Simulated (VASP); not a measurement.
Energy against volume of Na2S (antifluorite). Computed with revPBE GGA, VASP's PBE PAW potentials (set 64) (plane waves; VASP 6.6.1). Numerical set-up: 520 eV cut-off, 6×6×6 Γ-centred mesh, Gaussian smearing of 0.050 eV, potentials Na_pv S.

```json
[
 {"V (Å³/atom)": "23.214", "E (eV/atom)": "-3.14771"},
 {"V (Å³/atom)": "23.955", "E (eV/atom)": "-3.15372"},
 {"V (Å³/atom)": "24.696", "E (eV/atom)": "-3.15559"},
 {"V (Å³/atom)": "25.437", "E (eV/atom)": "-3.15392"}
]
```

**Question.** Fit these four points and predict the energy of the run at 26.177 Å³/atom.

**Answer.** A cubic in V^(−2/3), the third-order Birch-Murnaghan form, passes through the four points with V0 = 24.70 Å³/atom and B0 = 25 GPa, and gives -3.1492 eV/atom there. The run gave -3.1492 eV/atom, -0.0 meV/atom from the fit; all five points give B0 = 25 GPa.

The compound is Na2S in the antifluorite structure. It was relaxed first, which changed the volume by +6 %.
